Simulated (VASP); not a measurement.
Output of a VASP run:

### OSZICAR
```
       N       E                     dE             d eps       ncg     rms          rms(c)
DAV:   1    -0.125423851283E+00   -0.12542E+00   -0.28227E+03   960   0.616E+02
DAV:   2    -0.182957167914E+02   -0.18170E+02   -0.17621E+02  1296   0.770E+01
DAV:   3    -0.188714519028E+02   -0.57574E+00   -0.57574E+00  1232   0.193E+01
DAV:   4    -0.188725926268E+02   -0.11407E-02   -0.11407E-02  1400   0.873E-01
DAV:   5    -0.188725966086E+02   -0.39818E-05   -0.39819E-05  1280   0.395E-02    0.651E+00
RMM:   6    -0.179511845122E+02    0.92141E+00   -0.48899E-01   960   0.477E+00    0.344E+00
RMM:   7    -0.176303580492E+02    0.32083E+00   -0.89860E-01   962   0.707E+00    0.534E-01
RMM:   8    -0.176429658756E+02   -0.12608E-01   -0.47874E-02   960   0.193E+00    0.331E-01
RMM:   9    -0.176407058039E+02    0.22601E-02   -0.94821E-03   960   0.757E-01    0.266E-02
RMM:  10    -0.176408032621E+02   -0.97458E-04   -0.95122E-04   960   0.282E-01    0.239E-02
RMM:  11    -0.176408048739E+02   -0.16119E-05   -0.11411E-04   958   0.104E-01    0.142E-02
RMM:  12    -0.176408066705E+02   -0.17966E-05   -0.25018E-05   762   0.430E-02
   1 F= -.17640807E+02 E0= -.17640807E+02  d E =-.176408E+02
```

File OUTCAR:
```
------------------------ aborting loop because EDIFF is reached ----------------------------------------
  FORCE on cell =-STRESS in cart. coord.  units (eV):
  Direction    XX          YY          ZZ          XY          YZ          ZX
  --------------------------------------------------------------------------------------
  Total       -0.1768395     -0.1768395     -0.1918143      0.0000000      0.0000000      0.0000000
  in kB       -4.6291560     -4.6291560     -5.0211531      0.0000000      0.0000000      0.0000000
  external PRESSURE =      -4.7598217 kB  Pullay stress =       0.0000000 kB
  volume of cell :       61.21
      direct lattice vectors                 reciprocal lattice vectors
     4.509936748  0.000000000  0.000000000     0.221732600  0.000000000  0.000000000
     0.000000000  4.509936748  0.000000000     0.000000000  0.221732600  0.000000000
     0.000000000  0.000000000  3.009173770     0.000000000  0.000000000  0.332317133
 POSITION                                       TOTAL-FORCE (eV/Angst)
 -----------------------------------------------------------------------------------
      0.00000      0.00000      0.00000         0.000000      0.000000      0.000000
      2.25497      2.25497      1.50459         0.000000      0.000000      0.000000
      1.37102      1.37102      0.00000         0.010523      0.010523      0.000000
      3.62599      0.88395      1.50459         0.010523     -0.010523      0.000000
      0.88395      3.62599      1.50459        -0.010523      0.010523      0.000000
      3.13892      3.13892      0.00000        -0.010523     -0.010523      0.000000
 -----------------------------------------------------------------------------------
    total drift:                                0.000000     -0.000000      0.000000
  FREE ENERGIE OF THE ION-ELECTRON SYSTEM (eV)
  ---------------------------------------------------
  free  energy   TOTEN  =       -17.6408066705 eV

  energy  without entropy=      -17.6408066705  energy(sigma->0) =      -17.64080667

 reached required accuracy - stopping structural energy minimisation
```
(Selected blocks of OUTCAR.)

**POSCAR**
```
MgH2
1
    4.5099367475     0.0000000000     0.0000000000
    0.0000000000     4.5099367475     0.0000000000
    0.0000000000     0.0000000000     3.0091737703
Mg H
2 4
Direct
  0.0000000000   0.0000000000   0.0000000000
  0.5000000000   0.5000000000   0.5000000000
  0.3040000000   0.3040000000   0.0000000000
  0.8040000000   0.1960000000   0.5000000000
  0.1960000000   0.8040000000   0.5000000000
  0.6960000000   0.6960000000   0.0000000000
```

Q: Write an INCAR and KPOINTS that could have produced this output.

A: One answer among several that fit: the input of the run itself, PBE GGA, plane waves, VASP's PBE PAW potentials (set 64).

### INCAR
```
# general
SYSTEM=MgH2
PREC  =Normal
ENCUT =400
LREAL =.FALSE.
LASPH =.TRUE.

# electronic loop
EDIFF =1E-5
NELM  =100
NELMIN=4
ALGO  =Fast

# smearing
ISMEAR=0
SIGMA =0.05

# functional
GGA   =PE

# ions
IBRION=2
NSW   =20
ISIF  =2
EDIFFG=-0.03

# output
LWAVE =.FALSE.
LCHARG=.FALSE.
```

**KPOINTS**
```
Automatic mesh
0
Gamma
7 7 10
0 0 0
```

POTCAR, in this order: Mg H (PBE.64 set). Program: vasp_std.

The compound is MgH2 in the rutile structure. It was relaxed first.
